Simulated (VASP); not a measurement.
# GaNi3C (Pm-3m) in VASP: reference runs

Aim: a first look at GaNi3C with PBE, on the cell as given and on a disturbed one.

Everything below comes from runs of VASP 6.6.1. Logs are shortened: lines on timing, memory, paths and dates and some standing lists are left out, and cuts for length are marked.

## (1) Starting point

It takes space group Pm-3m (No. 221, cubic). Conventional cell: a = 3.776 Å, b = 3.776 Å, c = 3.776 Å, α = 90.00°, β = 90.00°, γ = 90.00°. Ga (site symmetry m-3m) has 12 Ni at 2.67 Å as nearest neighbours. Ni (site symmetry 4/mmm) has 2 C at 1.89 Å as nearest neighbours. C (site symmetry m-3m) has 6 Ni at 1.89 Å as nearest neighbours.

The cell comes from a database or a generator and needn't be the stable form of this composition.

## (2) Single point, PBE, collinear spin, ferromagnetic start

INCAR reads:

```
PREC     = Accurate       # precision mode
ENCUT    = 520            # plane-wave cutoff, eV
EDIFF    = 1E-7           # SCF threshold, eV
ISMEAR   = -1             # smearing method
SIGMA    = 0.05           # smearing width, eV
LREAL    = False          # projectors in reciprocal space
LASPH    = True           # aspherical terms in the spheres
NELM     = 150            # most SCF steps
ALGO     = Normal         # electronic algorithm
ISIF     = 2              # what is computed and relaxed
LWAVE    = False          # write WAVECAR
LCHARG   = True           # write CHGCAR
ISPIN    = 2              # spin polarisation
MAGMOM   = 0 1 1 1 0      # initial moments
LORBIT   = 11             # projections on sites
LMAXMIX  = 4              # l up to which the mixer works
GGA      = PE             # functional
LELF     = True           # ELF
LVHAR    = True         
NBANDS   = 36             # bands
```

KPOINTS reads:

```
Automatic mesh
0
Gamma
  7 7 7
```

POSCAR reads:

```
GaNi3C
1.0
    3.7755910000      0.0000000000      0.0000000000
    0.0000000000      3.7755910000      0.0000000000
    0.0000000000      0.0000000000      3.7755910000
Ga Ni C
1 3 1
Direct
    0.5000000000      0.5000000000      0.5000000000
    0.0000000000      0.0000000000      0.5000000000
    0.0000000000      0.5000000000      0.0000000000
    0.5000000000      0.0000000000      0.0000000000
    0.0000000000      0.0000000000      0.0000000000
```

Potentials or basis: VASP PAW PBE potentials, release 64 (Ga_d, Ni, C).

Command:

```bash
$ cat potpaw_PBE.64/Ga_d/POTCAR potpaw_PBE.64/Ni/POTCAR potpaw_PBE.64/C/POTCAR > POTCAR
$ mpirun -np 1 vasp_std > vasp.out
```

OUTCAR:

```text
PREC = Accurate
   ENCUT = 520
   EDIFF = 1E-7
   ISMEAR = -1
   LREAL = False
   LASPH = True
   NELM = 150
   ISIF = 2
   ISPIN = 2
   LORBIT = 11
   GGA = PE

 ion  position               nearest neighbor table
   1  0.500  0.500  0.500-   2 2.67   3 2.67   4 2.67   3 2.67   4 2.67   2 2.67   4 2.67   4 2.67
                             2 2.67   3 2.67   3 2.67   2 2.67
   2  0.000  0.000  0.500-   5 1.89   5 1.89   4 2.67   1 2.67   3 2.67   4 2.67   3 2.67   1 2.67
                             3 2.67   3 2.67   1 2.67   4 2.67   4 2.67   1 2.67
   3  0.000  0.500  0.000-   5 1.89   5 1.89   4 2.67   1 2.67   1 2.67   2 2.67   2 2.67   4 2.67
                             2 2.67   2 2.67   1 2.67   4 2.67   1 2.67   4 2.67
   4  0.500  0.000  0.000-   5 1.89   5 1.89   3 2.67   1 2.67   1 2.67   2 2.67   1 2.67   3 2.67
                             1 2.67   2 2.67   3 2.67   2 2.67   2 2.67   3 2.67
   5  0.000  0.000  0.000-   2 1.89   3 1.89   4 1.89   2 1.89   3 1.89   4 1.89

  LATTYP: Found a simple cubic cell.
 ALAT       =     3.7755910000

  Lattice vectors:

 A1 = (   3.7755910000,   0.0000000000,   0.0000000000)
 A2 = (   0.0000000000,   3.7755910000,   0.0000000000)
 A3 = (   0.0000000000,   0.0000000000,   3.7755910000)

Analysis of symmetry for initial positions (statically):
=====================================================================
 Subroutine PRICEL returns:
 Original cell was already a primitive cell.

 Routine SETGRP: Setting up the symmetry group for a
 simple cubic supercell.

 Subroutine GETGRP returns: Found 48 space group operations
 (whereof 48 operations were pure point group operations)
 out of a pool of 48 trial point group operations.

The static configuration has the point symmetry O_h .

Analysis of symmetry for dynamics (positions and initial velocities):
=====================================================================
 Subroutine PRICEL returns:
 Original cell was already a primitive cell.

 Routine SETGRP: Setting up the symmetry group for a
 simple cubic supercell.

 Subroutine GETGRP returns: Found 48 space group operations
 (whereof 48 operations were pure point group operations)
 out of a pool of 48 trial point group operations.

The dynamic configuration has the point symmetry O_h .

Analysis of structural, dynamic, and magnetic symmetry:
=====================================================================
 Subroutine PRICEL returns:
 Original cell was already a primitive cell.

 Routine SETGRP: Setting up the symmetry group for a
 simple cubic supercell.

 Subroutine GETGRP returns: Found 48 space group operations
 (whereof 48 operations were pure point group operations)
 out of a pool of 48 trial point group operations.

The overall configuration has the point symmetry O_h .

 Subroutine INISYM returns: Found 48 space group operations
 (whereof 48 operations are pure point group operations),
 and found     1 'primitive' translations

----------------------------------------------------------------------------------------

                                     Primitive cell

  volume of cell :      53.8214

  direct lattice vectors                    reciprocal lattice vectors
     3.775591000  0.000000000  0.000000000     0.264859197  0.000000000  0.000000000
     0.000000000  3.775591000  0.000000000     0.000000000  0.264859197  0.000000000
     0.000000000  0.000000000  3.775591000     0.000000000  0.000000000  0.264859197

  length of vectors
     3.775591000  3.775591000  3.775591000     0.264859197  0.264859197  0.264859197

  position of ions in fractional coordinates (direct lattice)
     0.500000000  0.500000000  0.500000000
     0.000000000  0.000000000  0.500000000
     0.000000000  0.500000000  0.000000000
     0.500000000  0.000000000  0.000000000
     0.000000000  0.000000000  0.000000000

  ion indices of the primitive-cell ions
   primitive index   ion index
[... 29 lines left out ...]

 Found     20 irreducible k-points:

 Following reciprocal coordinates:
            Coordinates               Weight
  0.000000  0.000000  0.000000      1.000000
  0.142857  0.000000  0.000000      6.000000
  0.285714  0.000000  0.000000      6.000000
  0.428571  0.000000  0.000000      6.000000
  0.142857  0.142857  0.000000     12.000000
  0.285714  0.142857  0.000000     24.000000
[... 12 lines left out ...]
  0.428571  0.428571  0.285714     24.000000
  0.428571  0.428571  0.428571      8.000000
   k-points           NKPTS =     20   k-points in BZ     NKDIM =     20   number of bands    NBANDS=     36
   number of dos      NEDOS =    301   number of ions     NIONS =      5
   total plane-waves  NPLWV =  21952
   dimension x,y,z NGX =    28 NGY =   28 NGZ =   28
   dimension x,y,z NGXF=    56 NGYF=   56 NGZF=   56
   ions per type =               1   3   1
   NGX,Y,Z   is equivalent  to a cutoff of  12.33, 12.33, 12.33 a.u.
   NGXF,Y,Z  is equivalent  to a cutoff of  24.66, 24.66, 24.66 a.u.
 SYSTEM =  unknown system
   PREC   = accura    normal or accurate (medium, high low for compatibility)
   ISTART =      0    job   : 0-new  1-cont  2-samecut
   ICHARG =      2    charge: 1-file 2-atom 10-const
   ISPIN  =      2    spin polarized calculation?
   LNONCOLLINEAR =      F non collinear calculations
   LSORBIT =      F    spin-orbit coupling
   LASPH  =      T    aspherical Exc in radial PAW
   ENCUT  =  520.0 eV  38.22 Ry    6.18 a.u.   7.02  7.02  7.02*2*pi/ulx,y,z
   NELM   =    150;   NELMIN=  2; NELMDL= -5     # of ELM steps
   EDIFF  = 0.1E-06   stopping-criterion for ELM
   LREAL  =      F    real-space projection
   EDIFFG = 0.1E-05   stopping-criterion for IOM
   NSW    =      0    number of steps for IOM
   IBRION =     -1    ionic relax: 0-MD 1-quasi-New 2-CG
   NFREE  =      0    steps in history (QN), initial steepest desc. (CG)
   ISIF   =      2    stress and relaxation
   ISYM   =      2    0-nonsym 1-usesym 2-fastsym
   POTIM  = 0.5000    time-step for ionic-motion
   TEBEG  =    0.0;   TEEND  =   0.0 temperature during run
   PSTRESS=    0.0 pullay stress
   NELECT =      47.0000    total number of electrons
   NUPDOWN=      -1.0000    fix difference up-down
   EMIN   =  10.00;   EMAX   =-10.00  energy-range for DOS
   EFERMI =   0.00;   METHOD = LEGACY
   ISMEAR =    -1;   SIGMA  =   0.05  broadening in eV -4-tet -1-fermi 0-gaus
   EFERMI_NEDOS =   21; number of points for ismear=-14 and -15
   IALGO  =     38    algorithm
   IMIX   =      4    mixing-type and parameters
     AMIX     =   0.40;   BMIX     =  1.00
     AMIX_MAG =   1.60;   BMIX_MAG =  1.00
  volume/ion in A,a.u.               =      10.76        72.64
  Fermi-wavevector in a.u.,A,eV,Ry     =   1.564789  2.957023 33.314753  2.448565
  Thomas-Fermi vector in A             =   2.667361
   LORBIT       =     11    0 simple, 1 ext, 2 COOP (PROOUT), +10 PAW based schemes
   GGA     = PE    functional components
   LHFCALC =     F    Hartree Fock is set to
   AEXX    =    0.0000 exact exchange contribution
   IVDW    =     0    specifies the selected vdW correction
   LEPSILON=     F    determine dielectric tensor
   LRPA    =     F    only Hartree local field effects (RPA)
 spin polarized calculation
  energy-cutoff  :      520.00
  volume of cell :       53.82
 maximum number of plane-waves:      1461
   NGX = 15   NGY = 15   NGZ = 15

 number of electron      47.0000012 magnetization       0.0000453

 number of electron      47.0000012 magnetization      -0.0000108

 Free energy of the ion-electron system (eV)
  ---------------------------------------------------
  ext. energy  EPLUGINS =         0.00000000
  ---------------------------------------------------
  free energy    TOTEN  =       -28.93329501 eV

  energy without entropy =      -28.92039182  energy(sigma->0) =      -28.92684342

 E-fermi :   9.1834     XC(G=0): -12.8892

 val. band max:        9.0544384827   @ k =   0.4286   0.0000   0.0000
 cond. band min:       9.2245481248   @ k =   0.2857   0.2857   0.1429
 fundamental gap:      0.1701096421
 Fermi energy:         9.1833804670

 spin component 1

 k-point     1 :       0.0000    0.0000    0.0000
  band No.  band energies     occupation
      1      -6.0683      1.00000
      2      -6.0683      1.00000
      3      -6.0377      1.00000
      4      -6.0377      1.00000
      5      -6.0377      1.00000
      6      -4.9287      1.00000
[... 749 lines left out ...]
     34      24.1105      0.00000
     35      24.2412      0.00000
 Fermi energy:         9.1833804670

 spin component 2

 k-point     1 :       0.0000    0.0000    0.0000
  band No.  band energies     occupation
      1      -6.0683      1.00000
      2      -6.0683      1.00000
      3      -6.0377      1.00000
      4      -6.0377      1.00000
      5      -6.0377      1.00000
      6      -4.9287      1.00000
[... 749 lines left out ...]
     34      24.1105      0.00000
     35      24.2412      0.00000
 [bands above 35 left out]

------------------------ aborting loop because EDIFF is reached ----------------------------------------

  FORCE on cell =-STRESS in cart. coord.  units (eV):
  Direction    XX          YY          ZZ          XY          YZ          ZX
  --------------------------------------------------------------------------------------
  -------------------------------------------------------------------------------------
  Total        0.5151655      0.5151655      0.5151655      0.0000000      0.0000000     -0.0000000
  in kB       15.3356614     15.3356614     15.3356614      0.0000000      0.0000000     -0.0000000
  external PRESSURE =      15.3356614 kB  Pullay stress =       0.0000000 kB

 VOLUME and BASIS-vectors are now :
 -----------------------------------------------------------------------------
  energy-cutoff  :      520.00
  volume of cell :       53.82
      direct lattice vectors                 reciprocal lattice vectors
     3.775591000  0.000000000  0.000000000     0.264859197  0.000000000  0.000000000
     0.000000000  3.775591000  0.000000000     0.000000000  0.264859197  0.000000000
     0.000000000  0.000000000  3.775591000     0.000000000  0.000000000  0.264859197

 POSITION                                       TOTAL-FORCE (eV/Angst)
 -----------------------------------------------------------------------------------
      1.88780      1.88780      1.88780         0.000000      0.000000      0.000000
      0.00000      0.00000      1.88780         0.000000      0.000000      0.000000
      0.00000      1.88780      0.00000         0.000000      0.000000      0.000000
      1.88780      0.00000      0.00000         0.000000      0.000000      0.000000
      0.00000      0.00000      0.00000         0.000000      0.000000      0.000000
 -----------------------------------------------------------------------------------
    total drift:                                0.000000      0.000000     -0.000000

  FREE ENERGIE OF THE ION-ELECTRON SYSTEM (eV)
  ---------------------------------------------------
  free  energy   TOTEN  =       -28.9332950059 eV

  energy  without entropy=      -28.9203918243  energy(sigma->0) =      -28.92684342

 total charge

# of ion       s       p       d       tot
------------------------------------------
    1        0.831   0.722   9.997  11.550
    2        0.444   0.605   8.475   9.524
    3        0.444   0.605   8.475   9.524
    4        0.444   0.605   8.475   9.524
    5        0.882   1.549   0.000   2.431
--------------------------------------------------
tot          3.046   4.085  35.423  42.553

 magnetization (x)

# of ion       s       p       d       tot
------------------------------------------
    1        0.000   0.000  -0.000   0.000
    2        0.000   0.000   0.000   0.000
    3        0.000   0.000   0.000   0.000
    4        0.000   0.000   0.000   0.000
    5       -0.000  -0.000   0.000  -0.000
--------------------------------------------------
tot          0.000  -0.000   0.000   0.000
```

Wall time 77 s (1 thread of Intel Xeon Platinum 8488C (Sapphire Rapids), shared host); peak memory 0.21 GiB.

What came out:

```yaml
Free_energy: -28.9333 eV
Pressure: 1.5 GPa
Band_gap_on_the_k_mesh: none (metal or under the smearing width)
Net_moment: 0.00 μB per cell
Valence_electrons_inside_the_program's_atomic_spheres: Ga 11.55; Ni 9.52; C 2.43
```

## (3) Single point, PBE, collinear spin, ferromagnetic start (atoms moved at random, drawn with an rms of 0.05 Å)

INCAR reads:

```
ALGO = Normal ; EDIFF = 1E-7
ENCUT = 520 ; GGA = PE
ISIF = 2 ; ISMEAR = -1
ISPIN = 2 ; LASPH = True
LCHARG = True ; LELF = True
LMAXMIX = 4 ; LORBIT = 11
LREAL = False ; LVHAR = True
LWAVE = False ; MAGMOM = 0 1 1 1 0
NBANDS = 36 ; NELM = 120
PREC = Accurate ; SIGMA = 0.05
```

KPOINTS reads:

```
k-points
0
Gamma
  7 7 7
```

POSCAR reads:

```
GaNi3C
1.0
    3.7755910000      0.0000000000      0.0000000000
    0.0000000000      3.7755910000      0.0000000000
    0.0000000000      0.0000000000      3.7755910000
Ga Ni C
1 3 1
Direct
    0.4987740000      0.5012140000      0.5078100000
   -0.0095840000     -0.0111980000      0.4982700000
   -0.0127670000      0.4824870000      0.0062340000
    0.4890090000      0.0082430000      0.0014680000
    0.0026710000     -0.0182580000      0.0027470000
```

Potentials or basis: VASP PAW PBE potentials, release 64 (Ga_d, Ni, C).

Command:

```bash
$ cat potpaw_PBE.64/Ga_d/POTCAR potpaw_PBE.64/Ni/POTCAR potpaw_PBE.64/C/POTCAR > POTCAR
$ mpirun -np 1 vasp_std > vasp.out
```

Run time: 11 min. Hardware: 1 thread of Intel Xeon Platinum 8488C (Sapphire Rapids), shared host; peak memory 0.55 GiB.

The run converged. Its results:

- Free energy: -28.8967 eV
- Pressure: 1.8 GPa
- Largest force: 0.735 eV/Å
- Band gap on the k mesh: none (metal or under the smearing width)
- Net moment: 0.00 μB per cell
- Valence electrons inside the program's atomic spheres: Ga 11.55; Ni 9.53; C 2.43

Forces in eV/Å, atoms in the order of the input:
```
Ga  -0.080 -0.116 -0.061
Ni   0.029 -0.062  0.333
Ni   0.049  0.261 -0.044
Ni   0.701 -0.174 -0.019
C   -0.699  0.090 -0.209
```

Stress tensor (GPa, compression positive):
```
 2.28  0.36 -0.03
 0.36  1.75 -0.05
-0.03 -0.05  1.49
```

Levels at points of the mesh, in eV from the Fermi level:
Spin up:
| k point | band 19 | band 20 | band 21 | band 22 | band 23 | band 24 | band 25 | band 26 | band 27 | band 28 |
| --- | --- | --- | --- | --- | --- | --- | --- | --- | --- | --- |
| (0.00, 0.00, 0.00) | -1.67 | -1.66 | -1.01 | -1.01 | -1.00 | -0.76 | 1.55 | 2.90 | 2.93 | 2.96 |
Spin down:
```
           k point  band 20  band 21  band 22  band 23  band 24  band 25  band 26  band 27
(0.00, 0.00, 0.00)    -1.66    -1.01    -1.01    -1.00    -0.76     1.55     2.90     2.93
```
